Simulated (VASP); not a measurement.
# Bi2S2O with optB86b-vdW: from relaxation to properties, part 3 of 5

Aim: relax Bi2S2O, then compute properties on the relaxed cell. Left out of this account: 1 further run (bands with TB-mBJ: it diverged and was aborted). The start is a computed cell from the Materials Project.

VASP 6.6.1, plane waves and PAW; the level of theory is named at each step.

So far, gap on the k-mesh (eV): step 2 (relaxing cell and atoms (optB86b-vdW)) 1.09. The relaxed cell has a = 3.965, c = 13.926 Å (conventional setting).

### Step 4. Band structure (optB86b-vdW)

Level of this step: optB86b-vdW; plane waves and PAW (Bi_d, S, O) (VASP).

Levels along the symmetry lines show where the bands peak and cross; KPOINTS_OPT computes them in the converged potential.

File INCAR:

```
SYSTEM = Bi2S2O
PREC = Accurate
ENCUT = 520
EDIFF = 1E-06
NELM = 100
ISMEAR = 0
SIGMA = 0.05
LREAL = .FALSE.
ALGO = Normal
GGA = MK
AGGAC = 0
LUSE_VDW = .TRUE.
PARAM1 = 0.1234
PARAM2 = 1
LASPH = .TRUE.
NBANDS = 73
LORBIT = 11
LWAVE = .FALSE.
LCHARG = .FALSE.
KPAR = 8
```

File POSCAR:

```
Bi2S2O
1.0
    3.9648120617      0.0000000000      0.0000000000
    0.0000000000      3.9648120617      0.0000000000
    0.0000000000      0.0000000000     13.9264111794
Bi S O
4 4 2
Direct
    0.0000000000      0.5000000000      0.8681890592
    0.5000000000      0.0000000000      0.1318109408
    0.5000000000      0.0000000000      0.5910601621
    0.0000000000      0.5000000000      0.4089398379
    0.5000000000      0.0000000000      0.8947185854
    0.0000000000      0.5000000000      0.1052814146
    0.0000000000      0.5000000000      0.6869864213
    0.5000000000      0.0000000000      0.3130135787
    0.0000000000      0.0000000000      0.5000000000
    0.5000000000      0.5000000000      0.5000000000
```

File KPOINTS:

```
Automatic mesh
0
Gamma
7 7 2
0 0 0
```

File KPOINTS_OPT:

```
Line mode
12
Line-mode
Reciprocal
  0.00000000   0.00000000   0.00000000 GAMMA
  0.00000000   0.50000000   0.00000000 X

  0.00000000   0.50000000   0.00000000 X
  0.50000000   0.50000000   0.00000000 M

  0.50000000   0.50000000   0.00000000 M
  0.00000000   0.00000000   0.00000000 GAMMA

  0.00000000   0.00000000   0.00000000 GAMMA
  0.00000000   0.00000000   0.50000000 Z

  0.00000000   0.00000000   0.50000000 Z
  0.00000000   0.50000000   0.50000000 R

  0.00000000   0.50000000   0.50000000 R
  0.50000000   0.50000000   0.50000000 A

  0.50000000   0.50000000   0.50000000 A
  0.00000000   0.00000000   0.50000000 Z

  0.00000000   0.50000000   0.00000000 X
  0.00000000   0.50000000   0.50000000 R

  0.50000000   0.50000000   0.00000000 M
  0.50000000   0.50000000   0.50000000 A
```

PAW data sets: Bi_d, S and O (PBE family, release 64).

Started as:

```bash
mpirun -np 8 vasp_std
```

Output:

```text
[banner, memory and clock lines left out]
running    8 mpi-ranks, on    1 nodes
 distrk:  each k-point on    1 cores,    8 groups
 distr:  one band on    1 cores,    1 groups

 POSCAR found type information on POSCAR BiS O
 POSCAR found :  3 types and      10 ions
 [... a notice as in an earlier step ...]

 [... a notice as in an earlier step ...]

 [... a notice as in an earlier step ...]

 LDA part: xc-table for (Slater+PW92), standard interpolation
 POSCAR, INCAR and KPOINTS ok, starting setup
 FFT: planning ... GRIDC
 FFT: planning ... GRID_SOFT
 FFT: planning ... GRID
 WAVECAR not read
 entering main loop
       N       E                     dE             d eps       ncg     rms          rms(c)
DAV:   1     0.117849746837E+04    0.11785E+04   -0.44125E+04  2920   0.149E+03
DAV:   2     0.167844520838E+03   -0.10107E+04   -0.94695E+03  2928   0.427E+02
DAV:   3    -0.196209669815E+02   -0.18747E+03   -0.17645E+03  3361   0.185E+02
DAV:   4    -0.326574581232E+02   -0.13036E+02   -0.12799E+02  3488   0.491E+01
DAV:   5    -0.331647765101E+02   -0.50732E+00   -0.50676E+00  3608   0.998E+00    0.152E+01
DAV:   6    -0.272931422835E+02    0.58716E+01   -0.14106E+01  4334   0.264E+01    0.830E+00
DAV:   7    -0.271547028961E+02    0.13844E+00   -0.34070E+00  3408   0.718E+00    0.568E+00
DAV:   8    -0.271771855437E+02   -0.22483E-01   -0.85539E-01  3496   0.304E+00    0.182E+00
DAV:   9    -0.271782078998E+02   -0.10224E-02   -0.51313E-02  4104   0.115E+00    0.364E-01
DAV:  10    -0.271782690859E+02   -0.61186E-04   -0.12646E-02  3688   0.544E-01    0.177E-01
DAV:  11    -0.271782673103E+02    0.17755E-05   -0.11720E-03  3744   0.143E-01    0.826E-02
DAV:  12    -0.271783883077E+02   -0.12100E-03   -0.36050E-04  3528   0.635E-02    0.330E-02
DAV:  13    -0.271784011991E+02   -0.12891E-04   -0.27504E-05  3496   0.223E-02    0.138E-02
DAV:  14    -0.271784027941E+02   -0.15950E-05   -0.60750E-06  3072   0.102E-02    0.874E-03
DAV:  15    -0.271784029034E+02   -0.10925E-06   -0.10843E-06  2400   0.446E-03
   1 F= -.27178403E+02 E0= -.27178403E+02  d E =-.100150E-10
 Start KPOINTS_OPT (optional k-point list driver)
k-point batch [1-20\108]
       N       E                     dE             ncg
DAV:   1     0.100012641947E+05   -0.25433E+05     2936
DAV:   2    -0.991244926112E+04   -0.19914E+05     2936
DAV:   3    -0.135224961312E+05   -0.36100E+04     3388
DAV:   4    -0.137747155047E+05   -0.25222E+03     3464
DAV:   5    -0.137843721932E+05   -0.96567E+01     3720
DAV:   6    -0.137847731643E+05   -0.40097E+00     4280
DAV:   7    -0.137847791448E+05   -0.59806E-02     3944
DAV:   8    -0.137847793598E+05   -0.21495E-03     4328
DAV:   9    -0.137847793627E+05   -0.28852E-05     2696
DAV:  10    -0.137847793630E+05   -0.34682E-06     2120
[...]
k-point batch [101-108\108]
       N       E                     dE             ncg
DAV:   1     0.369942069256E+05   -0.23191E+05     1184
DAV:   2     0.289414103467E+05   -0.80528E+04     1184
DAV:   3     0.275339096948E+05   -0.14075E+04     1393
DAV:   4     0.274479919369E+05   -0.85918E+02     1408
DAV:   5     0.274446545441E+05   -0.33374E+01     1648
DAV:   6     0.274445651313E+05   -0.89413E-01     1648
DAV:   7     0.274445636639E+05   -0.14674E-02     1720
DAV:   8     0.274445636215E+05   -0.42354E-04     1648
DAV:   9     0.274445636208E+05   -0.77310E-06     1064
```

The job ended after 3.5 min (8 MPI ranks of Intel Xeon 6975P-C (Granite Rapids), shared host; peak memory 7.7 GiB).

OUTCAR, selected parts (step 4):

```text
 Found     20 irreducible k-points:

   k-points           NKPTS =     20   k-points in BZ     NKDIM =     20   number of bands    NBANDS=     73

   NELECT =      96.0000    total number of electrons

 E-fermi :   5.7865

 k-point     1 :       0.0000    0.0000    0.0000
  band No.  band energies     occupation
    ...
     44       4.5013      2.00000
     45       4.6197      2.00000
     46       4.7627      2.00000
     47       4.8646      2.00000
     48       4.8646      2.00000
     49       7.1068      0.00000
     50       7.8700      0.00000
     51       9.4778      0.00000
     52       9.6942      0.00000
     53       9.6942      0.00000
    ...

 k-point     3 :       0.2857    0.0000    0.0000
  band No.  band energies     occupation
    ...
     44       4.6852      2.00000
     45       4.7485      2.00000
     46       4.9816      2.00000
     47       5.0268      2.00000
     48       5.0844      2.00000
     49       7.7998      0.00000
     50       8.0746      0.00000
     51       8.1903      0.00000
     52       8.5164      0.00000
     53       8.5841      0.00000
    ...

Total vdW correction in eV:     15.8902510

  Total       -0.0015756     -0.0015756     -0.0310768      0.0000000     -0.0000000      0.0000000
  in kB       -0.0115310     -0.0115310     -0.2274378      0.0000000     -0.0000000      0.0000000
  external PRESSURE =      -0.0834999 kB  Pullay stress =       0.0000000 kB

 POSITION                                       TOTAL-FORCE (eV/Angst)
 -----------------------------------------------------------------------------------
      0.00000      1.98241     12.09076         0.000000      0.000000      0.001468
      1.98241      0.00000      1.83565        -0.000000      0.000000     -0.001468
      1.98241      0.00000      8.23135         0.000000      0.000000     -0.000885
      0.00000      1.98241      5.69506         0.000000      0.000000      0.000885
      1.98241      0.00000     12.46022         0.000000     -0.000000      0.002625
      0.00000      1.98241      1.46619         0.000000      0.000000     -0.002625
      0.00000      1.98241      9.56726         0.000000     -0.000000      0.000510
      1.98241      0.00000      4.35916         0.000000      0.000000     -0.000510
      0.00000      0.00000      6.96321         0.000000      0.000000      0.000000
      1.98241      1.98241      6.96321         0.000000      0.000000      0.000000
 -----------------------------------------------------------------------------------
    total drift:                                0.000000     -0.000000      0.000000

  FREE ENERGIE OF THE ION-ELECTRON SYSTEM (eV)
  ---------------------------------------------------
  free  energy   TOTEN  =       -27.1784029034 eV

  energy  without entropy=      -27.1784029034  energy(sigma->0) =      -27.17840290

Total vdW correction in eV:     15.8902715

[... 10 parts as in an earlier step ...]

[... 4 further parts left out ...]
```

Spin-orbit coupling is off here; with elements this heavy it splits and shifts levels by tenths of an eV or more.

This step gave:

```
bands                             : 73
Fermi energy                      : 5.787 eV
pressure                          : -0.008350 GPa
least gap on mesh and path        : 0.9382 eV
least direct gap on mesh and path : 0.9382 eV
valence top at k                  : 0, 0.4545, 0
conduction bottom at k            : 0, 0.4545, 0
least direct gap at k             : 0, 0.4545, 0
```

Electronic bands along the path, in eV, zero at the valence-band top; v1 is the highest filled band, c1 the lowest empty one:

| point | v4 | v3 | v2 | v1 | c1 | c2 | c3 | c4 |
| --- | --- | --- | --- | --- | --- | --- | --- | --- |
| Γ | -1.01 | -0.86 | -0.76 | -0.76 | 1.48 | 2.24 | 3.85 | 4.07 |
| 0.45 of the way | -0.96 | -0.79 | -0.67 | -0.63 | 2.69 | 2.85 | 2.89 | 2.97 |
| X | -0.45 | -0.45 | -0.04 | -0.04 | 0.96 | 0.96 | 1.47 | 1.47 |
| 0.45 of the way | -1.08 | -1.08 | -0.70 | -0.70 | 2.62 | 2.62 | 3.38 | 3.38 |
| M | -1.29 | -1.29 | -1.16 | -1.16 | 3.03 | 3.03 | 3.97 | 3.97 |
| 0.55 of the way | -0.83 | -0.82 | -0.40 | -0.37 | 1.53 | 1.68 | 2.50 | 3.28 |
| Γ | -1.01 | -0.86 | -0.76 | -0.76 | 1.48 | 2.24 | 3.85 | 4.07 |
| 0.55 of the way | -1.06 | -0.86 | -0.75 | -0.75 | 1.53 | 2.32 | 3.80 | 4.12 |
| Z | -1.00 | -0.94 | -0.74 | -0.74 | 1.59 | 2.36 | 3.80 | 4.18 |
| 0.45 of the way | -0.97 | -0.67 | -0.66 | -0.51 | 2.58 | 2.85 | 3.08 | 3.08 |
| R | -0.48 | -0.48 | -0.05 | -0.05 | 0.96 | 0.96 | 1.47 | 1.47 |
| 0.45 of the way | -1.07 | -1.07 | -1.02 | -1.02 | 2.85 | 2.85 | 3.18 | 3.18 |
| A | -1.29 | -1.29 | -1.01 | -1.01 | 3.20 | 3.20 | 3.73 | 3.73 |
| 0.55 of the way | -0.81 | -0.72 | -0.46 | -0.24 | 1.54 | 1.63 | 2.39 | 3.67 |
| Z | -1.00 | -0.94 | -0.74 | -0.74 | 1.59 | 2.36 | 3.80 | 4.18 |
| jump to X | -0.45 | -0.45 | -0.04 | -0.04 | 0.96 | 0.96 | 1.47 | 1.47 |
| 0.45 of the way | -0.46 | -0.46 | -0.04 | -0.04 | 0.96 | 0.96 | 1.47 | 1.47 |
| R | -0.48 | -0.48 | -0.05 | -0.05 | 0.96 | 0.96 | 1.47 | 1.47 |
| jump to M | -1.29 | -1.29 | -1.16 | -1.16 | 3.03 | 3.03 | 3.97 | 3.97 |
| 0.45 of the way | -1.29 | -1.29 | -1.09 | -1.09 | 3.09 | 3.09 | 3.85 | 3.85 |
| A | -1.29 | -1.29 | -1.01 | -1.01 | 3.20 | 3.20 | 3.73 | 3.73 |

Of the projections kept (Bi, S, O), the largest for each band there; the rest of the weight can lie on other orbitals:

| point | v4 | v3 | v2 | v1 | c1 | c2 | c3 | c4 |
| --- | --- | --- | --- | --- | --- | --- | --- | --- |
| Γ | S 0.89 | S 0.82 | S 0.84 | S 0.84 | Bi 0.81 | Bi 0.77 | Bi 0.60 | Bi 0.75 |
| X | S 0.53 | S 0.53 | S 0.64 | S 0.64 | Bi 0.61 | Bi 0.61 | Bi 0.86 | Bi 0.86 |
| M | O 0.98 | O 0.98 | S 0.89 | S 0.89 | Bi 0.70 | Bi 0.70 | Bi 0.59 | Bi 0.59 |
| Γ | S 0.89 | S 0.82 | S 0.85 | S 0.85 | Bi 0.81 | Bi 0.77 | Bi 0.60 | Bi 0.75 |
| Z | S 0.59 | S 0.93 | S 0.85 | S 0.85 | Bi 0.81 | Bi 0.76 | Bi 0.57 | Bi 0.75 |
| R | S 0.50 | S 0.50 | S 0.65 | S 0.65 | Bi 0.61 | Bi 0.61 | Bi 0.87 | Bi 0.87 |

The path lowers the gap by 0.16 eV against the mesh alone, so a band edge lies off the mesh.

### Step 5. Density of states (optB86b-vdW)

Here the states are counted by energy and projected on the atoms. The mesh is finer than in the run before.

INCAR, as its differences from that of step 4:

```diff
@@ -5,3 +5,3 @@
 NELM = 100
-ISMEAR = 0
+ISMEAR = -5
 SIGMA = 0.05
@@ -20 +20,2 @@
 KPAR = 8
+NEDOS = 2001
```

POSCAR is that of step 4.

File KPOINTS:

```
Automatic mesh
0
Gamma
10 10 3
0 0 0
```

Started as:

```bash
mpirun -np 8 vasp_std
```

Output:

```text
[... set-up lines as in an earlier step ...]
 entering main loop
       N       E                     dE             d eps       ncg     rms          rms(c)
DAV:   1     0.117580651369E+04    0.11758E+04   -0.44200E+04  6140   0.149E+03
DAV:   2     0.165620184123E+03   -0.10102E+04   -0.94529E+03  6148   0.427E+02
DAV:   3    -0.199775182251E+02   -0.18560E+03   -0.17472E+03  7159   0.184E+02
DAV:   4    -0.326732868068E+02   -0.12696E+02   -0.12485E+02  7312   0.486E+01
DAV:   5    -0.331655347178E+02   -0.49225E+00   -0.49170E+00  7672   0.982E+00    0.152E+01
DAV:   6    -0.272910270877E+02    0.58745E+01   -0.14043E+01  9028   0.265E+01    0.829E+00
DAV:   7    -0.271525765132E+02    0.13845E+00   -0.33965E+00  7103   0.727E+00    0.567E+00
DAV:   8    -0.271782574479E+02   -0.25681E-01   -0.89688E-01  7294   0.310E+00    0.186E+00
DAV:   9    -0.271786537492E+02   -0.39630E-03   -0.52342E-02  8688   0.118E+00    0.372E-01
DAV:  10    -0.271787635659E+02   -0.10982E-03   -0.13915E-02  7575   0.565E-01    0.184E-01
DAV:  11    -0.271787576630E+02    0.59029E-05   -0.12402E-03  7864   0.147E-01    0.864E-02
DAV:  12    -0.271788919448E+02   -0.13428E-03   -0.41368E-04  7183   0.692E-02    0.311E-02
DAV:  13    -0.271788978936E+02   -0.59488E-05   -0.28899E-05  7680   0.219E-02    0.158E-02
DAV:  14    -0.271788984579E+02   -0.56422E-06   -0.62036E-06  6335   0.981E-03
   1 F= -.27178898E+02 E0= -.27178898E+02  d E =0.000000E+00
```

It took 2.1 min on 8 MPI ranks; peak memory 9.2 GiB.

From OUTCAR (step 5):

```text
   k-points           NKPTS =     42   k-points in BZ     NKDIM =     42   number of bands    NBANDS=     73

   NELECT =      96.0000    total number of electrons

 E-fermi :   5.6022

 k-point     1 :       0.0000    0.0000    0.0000
  band No.  band energies     occupation
    ...
     44       4.5008      2.00000
     45       4.6193      2.00000
     46       4.7627      2.00000
     47       4.8642      2.00000
     48       4.8642      2.00000
     49       7.1061      0.00000
     50       7.8694      0.00000
     51       9.4782      0.00000
     52       9.6941      0.00000
     53       9.6941      0.00000
    ...

Total vdW correction in eV:     15.8903171

  Total       -0.0101655     -0.0101655     -0.0397824      0.0000000      0.0000000      0.0000000
  in kB       -0.0743968     -0.0743968     -0.2911506      0.0000000      0.0000000      0.0000000
  external PRESSURE =      -0.1466481 kB  Pullay stress =       0.0000000 kB

 POSITION                                       TOTAL-FORCE (eV/Angst)
 -----------------------------------------------------------------------------------
      0.00000      1.98241     12.09076        -0.000000     -0.000000      0.003763
      1.98241      0.00000      1.83565        -0.000000     -0.000000     -0.003763
      1.98241      0.00000      8.23135        -0.000000     -0.000000     -0.000025
      0.00000      1.98241      5.69506        -0.000000     -0.000000      0.000025
      1.98241      0.00000     12.46022        -0.000000      0.000000      0.004446
      0.00000      1.98241      1.46619         0.000000      0.000000     -0.004446
      0.00000      1.98241      9.56726        -0.000000     -0.000000     -0.001977
      1.98241      0.00000      4.35916         0.000000     -0.000000      0.001977
      0.00000      0.00000      6.96321        -0.000000     -0.000000      0.000000
      1.98241      1.98241      6.96321        -0.000000     -0.000000      0.000000
 -----------------------------------------------------------------------------------
    total drift:                                0.000000     -0.000000      0.000000

  FREE ENERGIE OF THE ION-ELECTRON SYSTEM (eV)
  ---------------------------------------------------
  free  energy   TOTEN  =       -27.1788984579 eV

  energy  without entropy=      -27.1788984579  energy(sigma->0) =      -27.17889846

Total vdW correction in eV:     15.8903377

[... 7 parts as in an earlier step ...]

[... 9 further parts left out ...]
```

Numbers from this step:

| Quantity | Value |
| --- | --- |
| electronic steps | 14 |
| irreducible k points | 42 |
| Fermi energy | 5.602 eV |
| pressure | -0.01466 GPa |
| valence top at k | 0.5, 0, 0 |
| conduction bottom at k | 0.5, 0, 0 |
| least direct gap at k | 0.5, 0, 0 |
| gap on the k-mesh | 0.9966 eV |
| least direct gap on the k-mesh | 0.9966 eV |

The density of states has structure finer than the step of the table below, so its rows give means over 1 eV, whole bins alone (the curve runs from -12.0 to 3.80 eV). Peaks (eV: height): total -11.6: 13.6, -2.6: 13.1, -1.4: 12.3, -1.0: 17.2; S p -3.2: 1.74, -2.6: 2.91, -1.4: 4.23, -1.0: 6.94; Bi p -2.6: 1.76, 2.6: 1.89, 3.2: 1.86, 3.6: 2.39; O p -4.9: 2.06, -2.6: 2.44, -2.1: 2.18, -1.3: 3.12; Bi s -10.3: 4.72, -9.4: 2.95, -0.4: 0.866.

States under -12.0 eV and over 3.8 eV are left out. Table of density of states by energy, zero at the valence-band top; means over each step; values in states/eV/cell:

| energy (eV) | total | S p | Bi p | O p | Bi s | S s |
| --- | --- | --- | --- | --- | --- | --- |
| -11 | 0.183 | 2.3e-4 | 0.00255 | 9.1e-5 | 0.00552 | 0.115 |
| -10 | 4.55 | 0.0829 | 0.0310 | 0.177 | 2.50 | 0.559 |
| -9 | 2.58 | 0.0551 | 0.0286 | 0.0476 | 1.28 | 0.520 |
| -8 | 0.716 | 0.0107 | 0.00940 | 0.0132 | 0.372 | 0.152 |
| -7 | 0.120 | 8.0e-4 | 0.00129 | 8.1e-4 | 0.0676 | 0.0252 |
| -6 | 0 | 0 | 0 | 0 | 0 | 0 |
| -5 | 3.58 | 0.411 | 0.588 | 0.876 | 0.0175 | 0.0302 |
| -4 | 5.23 | 0.924 | 0.821 | 0.910 | 0.0552 | 0.0410 |
| -3 | 7.57 | 1.51 | 1.06 | 1.51 | 0.0933 | 0.0683 |
| -2 | 6.86 | 1.58 | 0.679 | 1.63 | 0.146 | 0.0515 |
| -1 | 10.6 | 3.95 | 0.330 | 1.34 | 0.403 | 0.0322 |
| 0 | 2.01 | 0.793 | 0.0554 | 0.202 | 0.177 | 0.00779 |
| 1 | 0.453 | 0.0530 | 0.150 | 0.00794 | 0.0111 | 0.0298 |
| 2 | 2.74 | 0.307 | 1.04 | 0.0458 | 0.0414 | 0.106 |
| 3 | 4.98 | 0.650 | 1.63 | 0.195 | 0.0673 | 0.139 |

The gap on this mesh is 1.00 eV, over the 0.94 eV of the band run, since this mesh misses a band edge. In the top eV of the valence band the largest shares in the PAW spheres are S p 40 %, O p 9 % and Bi s 6 %. The rest lies in smaller channels or between the spheres.

(Part 3 of 5 ends here.)

[Lines on the potential files, build, host, timing and source positions are cut from VASP's logs without a mark.]

[Logs are printed without paths, hosts, clocks, repeated set-up lines and the standing remarks that a program may print on its own settings, such as how far it seeks lower states.]

[Hosts, paths, dates, database ids (printed as entryN), source tags and the programs' standing remarks are cut or masked in the printed files.]

[A measured line is paired with the nearest computed mode of its activity, which favours agreement.]
